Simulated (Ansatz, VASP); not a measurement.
# SrAl6ZnSi19O49 (glassy 79SiO2-12Al2O3-4SrO-4ZnO (mol %)) in two plane-wave programs, part 2 of 3

Aim: how closely do two programs agree when they are given the same cell, functional and k mesh? Of the first pair: The structure shown is the start of the Ansatz relaxation below; VASP solves that cell, so the two are compared at the walk's first step.

VASP 6.6.1 and Ansatz 0.2.0.

So far: The starting structure; Ansatz: relaxation, PBE.

## (3) VASP: single point, PBE, start cell, pair 1

Level of this step: PBE; plane waves and PAW (Si, Al, Sr_sv, Zn, O) (VASP).

The same cell, functional and mesh now go to VASP, with its own data sets.

Lines of VASP's logs that name or quote its potential files are left out, and so is its time.

INCAR reads:

```
SYSTEM = SrAl6ZnSi19O49
PREC = Accurate
ENCUT = 520
EDIFF = 1E-06
NELM = 120
ISMEAR = 0
SIGMA = 0.01
LREAL = Auto
ALGO = Normal
GGA = PE
NBANDS = 264
LORBIT = 11
LWAVE = .FALSE.
LCHARG = .FALSE.
ISIF = 2
LASPH = .TRUE.
GGA_COMPAT = .FALSE.
EFERMI = MIDGAP
NCORE = 2
```

POSCAR reads:

```
SrAl6ZnSi19O49
1.0
    9.9423100000      0.0000000000      0.0000000000
    0.0000000000      9.9423100000      0.0000000000
    0.0000000000      0.0000000000      9.9423100000
Si Al Sr Zn O
19 6 1 1 49
Direct
    0.7271448989      0.7350806804      0.3388749697
    0.0230228186      0.9321073272      0.9808988052
    0.2399844704      0.3485608475      0.4526915777
    0.6106830304      0.3739372440      0.2318274123
    0.7607185855      0.2008989863      0.6991333000
    0.3738668378      0.2530397865      0.0766421486
    0.5532818832      0.9632067397      0.2556649310
    0.8406698242      0.9947889374      0.2162274160
    0.4647310333      0.0072417778      0.5396934918
    0.2497105803      0.9999688201      0.1695380651
    0.5401058708      0.7551967299      0.8376725328
    0.0325678841      0.6329414392      0.9197057827
    0.0132162445      0.2375303124      0.8796647862
    0.5342219263      0.0759582029      0.8459905193
    0.2597283730      0.4325151801      0.8636021206
    0.8189545488      0.6552099059      0.7021205334
    0.2518026495      0.6235070120      0.3339767116
    0.9008268702      0.2865330089      0.1754119515
    0.9792291731      0.5854977364      0.2328935630
    0.6787959740      0.4728378013      0.5240532633
    0.4762977618      0.6830304024      0.5745344895
    0.4781182643      0.3516486611      0.6388555577
    0.4910730001      0.6676617406      0.1465253045
    0.1553461922      0.0467798731      0.4603960247
    0.8670117910      0.9358489124      0.5368068387
    0.1916154294      0.7870605523      0.6583480097
    0.9931796534      0.4098544503      0.6492555553
    0.6627634825      0.3186382239      0.6527557479
    0.1508603131      0.2183194851      0.4260981603
    0.5285290843      0.6988416173      0.9823069287
    0.6759797270      0.6810590295      0.7726976930
    0.9312322790      0.5854977364      0.8071564858
    0.3285152042      0.6767743110      0.2049121381
    0.8061506833      0.8981313196      0.3545755463
    0.0285547323      0.9758094447      0.5345940732
    0.2578374643      0.4583341296      0.3375473104
    0.9596361409      0.2869152139      0.0182955470
    0.4888099446      0.2821275941      0.1746777157
    0.3770351156      0.2905059287      0.5120439817
    0.6935712123      0.1328363328      0.8289723414
    0.0037415852      0.6066296464      0.0708386683
    0.7862760264      0.0815001745      0.5959480242
    0.5984222982      0.7970984610      0.2551620297
    0.6859572876      0.0156704026      0.1781779084
    0.8999920542      0.2665678298      0.7503889941
    0.7471804842      0.3272680091      0.1543806218
    0.4122683763      0.9604709570      0.1807326466
    0.6777197653      0.6702868850      0.4647209753
    0.8619425466      0.7897359869      0.6340880540
    0.8401970971      0.6562257664      0.2694444249
    0.5369074189      0.0331914817      0.3951596762
    0.9078171974      0.1367991946      0.2494792458
    0.4425631468      0.1511721119      0.9453537458
    0.5381244399      0.9164168086      0.8607858737
    0.0166259149      0.0696518214      0.8936756146
    0.2559566137      0.1553059601      0.1286421365
    0.9667371064      0.4149538689      0.2503241198
    0.0983171919      0.6571913368      0.3132571807
    0.5707828462      0.5258737658      0.1866266491
    0.5170227040      0.5117724151      0.5717886487
    0.5206637089      0.8565715613      0.5735990932
    0.3114366782      0.3826977835      0.0199148890
    0.1790730726      0.9650875903      0.3086103732
    0.3279318388      0.6815418147      0.4651836444
    0.6510760578      0.3708192563      0.3825267971
    0.1719017009      0.9394195112      0.0488115941
    0.3830498144      0.3936811465      0.7758156807
    0.9236082963      0.9300152580      0.0991318919
    0.0366816162      0.7962837610      0.8954055949
    0.8304911032      0.5229267645      0.5967526661
    0.4935171002      0.0959434980      0.6885019679
    0.4164927467      0.7036292371      0.7501677176
    0.1534251095      0.4391635344      0.5626056721
    0.1745771355      0.5578381684      0.8758125627
    0.3073732362      0.0056626679      0.5379635115
    0.1374227921      0.3248440252      0.8322613155
```

KPOINTS reads:

```
Automatic mesh
0
Gamma
1 1 1
0 0 0
```

PAW data sets: Si, Al, Sr_sv, Zn and O (PBE family, release 64).

Command:

```console
mpirun -np 8 vasp_gam
```

Numbers of over 12 decimals in the logs are rounded to 6 here.

Log:

```text
[banner, memory and clock lines left out]
running    8 mpi-ranks, on    1 nodes
[...]
LDA part: xc-table for (Slater+PW92), standard interpolation
 POSCAR, INCAR and KPOINTS ok, starting setup
[...]
entering main loop
       N       E                     dE             d eps       ncg     rms          rms(c)
DAV:   1     0.416910960638E+04    0.41691E+04   -0.23766E+05   528   0.157E+03
DAV:   2    -0.229448045014E+03   -0.43986E+04   -0.42209E+04   640   0.398E+02
DAV:   3    -0.646670645243E+03   -0.41722E+03   -0.41337E+03   632   0.137E+02
DAV:   4    -0.658634495797E+03   -0.11964E+02   -0.11905E+02   640   0.259E+01
[...]
DAV:  17    -0.570309354893E+03    0.19559E-05   -0.54652E-05   760   0.452E-02    0.922E-03
DAV:  18    -0.570309358062E+03   -0.31693E-05   -0.38430E-05   784   0.223E-02    0.128E-02
DAV:  19    -0.570309358622E+03   -0.56035E-06   -0.37100E-06   504   0.645E-03
   1 F= -.57030936E+03 E0= -.57030936E+03  d E =0.000000E+00
```

From OUTCAR (step 3):

```text
  Total       58.9859629     33.9116563     60.1696641      8.1182447     -6.7185879     -0.9871209
  in kB       96.1606422     55.2837741     98.0903466     13.2346001    -10.9528385     -1.6092333
  external PRESSURE =      83.1782543 kB  Pullay stress =       0.0000000 kB

 POSITION                                       TOTAL-FORCE (eV/Angst)
 -----------------------------------------------------------------------------------
      7.22950      7.30840      3.36920        -0.213586      3.570271     -1.650088
      0.22890      9.26730      9.75240         4.239176      1.935551     -0.924527
      2.38600      3.46550      4.50080        -1.409794     -0.433985      1.897335
      6.07160      3.71780      2.30490        -0.094768      1.701595     -1.779928
      7.56330      1.99740      6.95100        -1.657685     -2.773249      0.196844
      3.71710      2.51580      0.76200        -0.071362     -3.730429     -2.799687
      5.50090      9.57650      2.54190        -0.527782     -0.656550     -1.434738
      8.35820      9.89050      2.14980        -1.400631      0.889441      1.580915
      4.62050      0.07200      5.36580         1.022642     -0.986941      3.251319
      2.48270      9.94200      1.68560         1.595592      0.114185      2.684257
      5.36990      7.50840      8.32840         0.436981      0.606698      0.249873
      0.32380      6.29290      9.14400         1.837096      0.268969      0.307804
      0.13140      2.36160      8.74590        -1.149325     -2.569218     -0.803743
      5.31140      0.75520      8.41110         2.904304     -0.507281     -2.459846
[...]
-----------------------------------------------------------------------------------
    total drift:                                0.004466     -0.036380      0.026208

  FREE ENERGIE OF THE ION-ELECTRON SYSTEM (eV)
  ---------------------------------------------------
  free  energy   TOTEN  =      -570.3093586224 eV

  energy  without entropy=     -570.3093586224  energy(sigma->0) =     -570.30935862

[... 3 further parts left out ...]
[key lines of the parts left out:]
E-fermi :   4.1655
```

The run ends at a pressure of 8.32 GPa, with forces up to 6.6 eV/Å.

## (4) Side by side

Known differences besides the potentials themselves: fixed occupations in Ansatz, narrow Gaussian smearing in VASP; the cutoff is 420 eV in Ansatz and 520 eV in VASP (PREC = Accurate, projectors in real space). Total energies have different zeros and are not compared.

Forces on 9 of the 76 atoms, those with the largest forces and the largest differences (eV/Å; atoms numbered as in POSCAR):

| atom | Ansatz x, y, z | VASP x, y, z |
| --- | --- | --- |
| Si2 | 4.237, 1.957, -0.895 | 4.239, 1.936, -0.925 |
| Si6 | -0.091, -3.696, -2.794 | -0.071, -3.730, -2.800 |
| Si9 | 0.982, -1.060, 3.236 | 1.023, -0.987, 3.251 |
| Si15 | 3.101, -5.471, 2.039 | 3.081, -5.438, 2.070 |
| Al24 | 2.388, 2.511, -2.204 | 2.419, 2.517, -2.205 |
| O48 | -1.988, -2.338, 3.578 | -2.022, -2.382, 3.658 |
| O62 | -1.745, 3.260, -2.165 | -1.771, 3.296, -2.206 |
| O73 | -0.639, 0.904, 1.105 | -0.546, 0.939, 1.069 |
| O74 | -2.396, 5.801, 0.210 | -2.421, 5.812, 0.213 |

The forces differ by 29 meV/Å r.m.s., which is 1.9 % of the r.m.s. force of 1.503 eV/Å (both taken over all components).

## (5) Ansatz: relaxation, PBE

This run makes the geometry at which the two programs are then compared. The cell compared in this pair holds 1005.20 Å³, against 982.79 Å³ for the pair before.

The structure compared here is the end of the Ansatz relaxation.

input.yaml reads:

```yaml
crystal:
  lattice:
    - [9.94231, 0.0, 0.0]
    - [0.0, 9.94231, 0.0]
    - [0.0, 0.0, 9.94231]
  atoms:
    - { symbol: Si, position: [0.72714, 0.73508, 0.33888] }
    - { symbol: Si, position: [0.02302, 0.93211, 0.9809] }
    - { symbol: Si, position: [0.23998, 0.34856, 0.45269] }
    - { symbol: Si, position: [0.61068, 0.37394, 0.23183] }
    - { symbol: Si, position: [0.76072, 0.2009, 0.69913] }
    - { symbol: Si, position: [0.37387, 0.25304, 0.07664] }
    - { symbol: Si, position: [0.55328, 0.96321, 0.25566] }
    - { symbol: Si, position: [0.84067, 0.99479, 0.21623] }
    - { symbol: Si, position: [0.46473, 0.00724, 0.53969] }
    - { symbol: Si, position: [0.24971, 0.99997, 0.16954] }
    - { symbol: Si, position: [0.54011, 0.7552, 0.83767] }
    - { symbol: Si, position: [0.03257, 0.63294, 0.91971] }
    - { symbol: Si, position: [0.01322, 0.23753, 0.87966] }
    - { symbol: Si, position: [0.53422, 0.07596, 0.84599] }
    - { symbol: Si, position: [0.25973, 0.43252, 0.8636] }
    - { symbol: Si, position: [0.81895, 0.65521, 0.70212] }
    - { symbol: Si, position: [0.2518, 0.62351, 0.33398] }
    - { symbol: Si, position: [0.90083, 0.28653, 0.17541] }
    - { symbol: Si, position: [0.97923, 0.5855, 0.23289] }
    - { symbol: Al, position: [0.6788, 0.47284, 0.52405] }
    - { symbol: Al, position: [0.4763, 0.68303, 0.57453] }
    - { symbol: Al, position: [0.47812, 0.35165, 0.63886] }
    - { symbol: Al, position: [0.49107, 0.66766, 0.14653] }
    - { symbol: Al, position: [0.15535, 0.04678, 0.4604] }
    - { symbol: Al, position: [0.86701, 0.93585, 0.53681] }
    - { symbol: Sr, position: [0.19162, 0.78706, 0.65835] }
    - { symbol: Zn, position: [0.99318, 0.40985, 0.64926] }
    - { symbol: O, position: [0.66276, 0.31864, 0.65276] }
    - { symbol: O, position: [0.15086, 0.21832, 0.4261] }
    - { symbol: O, position: [0.52853, 0.69884, 0.98231] }
    - { symbol: O, position: [0.67598, 0.68106, 0.7727] }
    - { symbol: O, position: [0.93123, 0.5855, 0.80716] }
    - { symbol: O, position: [0.32852, 0.67677, 0.20491] }
    - { symbol: O, position: [0.80615, 0.89813, 0.35458] }
    - { symbol: O, position: [0.02855, 0.97581, 0.53459] }
    - { symbol: O, position: [0.25784, 0.45833, 0.33755] }
    - { symbol: O, position: [0.95964, 0.28692, 0.0183] }
    - { symbol: O, position: [0.48881, 0.28213, 0.17468] }
    - { symbol: O, position: [0.37704, 0.29051, 0.51204] }
    - { symbol: O, position: [0.69357, 0.13284, 0.82897] }
    - { symbol: O, position: [0.00374, 0.60663, 0.07084] }
    - { symbol: O, position: [0.78628, 0.0815, 0.59595] }
    - { symbol: O, position: [0.59842, 0.7971, 0.25516] }
    - { symbol: O, position: [0.68596, 0.01567, 0.17818] }
    - { symbol: O, position: [0.89999, 0.26657, 0.75039] }
    - { symbol: O, position: [0.74718, 0.32727, 0.15438] }
    - { symbol: O, position: [0.41227, 0.96047, 0.18073] }
    - { symbol: O, position: [0.67772, 0.67029, 0.46472] }
    - { symbol: O, position: [0.86194, 0.78974, 0.63409] }
    - { symbol: O, position: [0.8402, 0.65623, 0.26944] }
    - { symbol: O, position: [0.53691, 0.03319, 0.39516] }
    - { symbol: O, position: [0.90782, 0.1368, 0.24948] }
    - { symbol: O, position: [0.44256, 0.15117, 0.94535] }
    - { symbol: O, position: [0.53812, 0.91642, 0.86079] }
    - { symbol: O, position: [0.01663, 0.06965, 0.89368] }
    - { symbol: O, position: [0.25596, 0.15531, 0.12864] }
    - { symbol: O, position: [0.96674, 0.41495, 0.25032] }
    - { symbol: O, position: [0.09832, 0.65719, 0.31326] }
    - { symbol: O, position: [0.57078, 0.52587, 0.18663] }
    - { symbol: O, position: [0.51702, 0.51177, 0.57179] }
    - { symbol: O, position: [0.52066, 0.85657, 0.5736] }
    - { symbol: O, position: [0.31144, 0.3827, 0.01991] }
    - { symbol: O, position: [0.17907, 0.96509, 0.30861] }
    - { symbol: O, position: [0.32793, 0.68154, 0.46518] }
    - { symbol: O, position: [0.65108, 0.37082, 0.38253] }
    - { symbol: O, position: [0.1719, 0.93942, 0.04881] }
    - { symbol: O, position: [0.38305, 0.39368, 0.77582] }
    - { symbol: O, position: [0.92361, 0.93002, 0.09913] }
    - { symbol: O, position: [0.03668, 0.79628, 0.89541] }
    - { symbol: O, position: [0.83049, 0.52293, 0.59675] }
    - { symbol: O, position: [0.49352, 0.09594, 0.6885] }
    - { symbol: O, position: [0.41649, 0.70363, 0.75017] }
    - { symbol: O, position: [0.15343, 0.43916, 0.56261] }
    - { symbol: O, position: [0.17458, 0.55784, 0.87581] }
    - { symbol: O, position: [0.30737, 0.00566, 0.53796] }
    - { symbol: O, position: [0.13742, 0.32484, 0.83226] }
kpoints:
  mp_grid: { grid: [1, 1, 1] }
hamiltonian:
  xc: pbe
scf:
  occupations: { method: fixed }
output:
  forces: true
relax:
  f_tol: 0.05
  max_steps: 150
  cell: {}
```

Command:

```console
ansatz run input.yaml --threads 4 --pin off --max-ram 8192MiB --backend cpu --events-out ev --progress --plain --runs-dir out
```

Log:

```text
[...]
Crystal: 76 atoms, lattice volume = 982.793 Å³
Basis set: ecut = 420 eV, 19309 PW (Γ), exchange–correlation on 144×144×144 points (8 copies of the dense FFT grid, shifted against one another)
Bands: 281, of which v1, the nominal top of the filled ones, is band 205 counted from 1 (204 counted from 0)
Symmetry: 1 space group operations
[...]
k-points: 1
[...]
- { symbol: O, position: [0.496081, 0.690648, 0.985668] }
    - { symbol: O, position: [0.666081, 0.680574, 0.779150] }
    - { symbol: O, position: [0.912166, 0.586796, 0.834029] }
    - { symbol: O, position: [0.328026, 0.664514, 0.221895] }
    - { symbol: O, position: [0.823223, 0.900598, 0.350844] }
    - { symbol: O, position: [0.039349, 0.950486, 0.536413] }
[...]
- { symbol: O, position: [0.142137, 0.472262, 0.586426] }
    - { symbol: O, position: [0.177202, 0.561611, 0.851509] }
    - { symbol: O, position: [0.297693, -0.016991, 0.554031] }
    - { symbol: O, position: [0.145220, 0.293466, 0.827691] }
[key lines of the parts left out:]
P = ⅓ Tr σ = 0.0119 GPa (0.119 kbar)
```

[end of part 2 of 3]

[Lines on the potential files, build, host, timing and source positions are cut from VASP's logs without a mark.]

[Logs are printed without paths, hosts, clocks, repeated set-up lines and the standing remarks that a program may print on its own settings, such as how far it seeks lower states.]

[Hosts, paths, dates, database ids (printed as entryN), source tags and the programs' standing remarks are cut or masked in the printed files.]
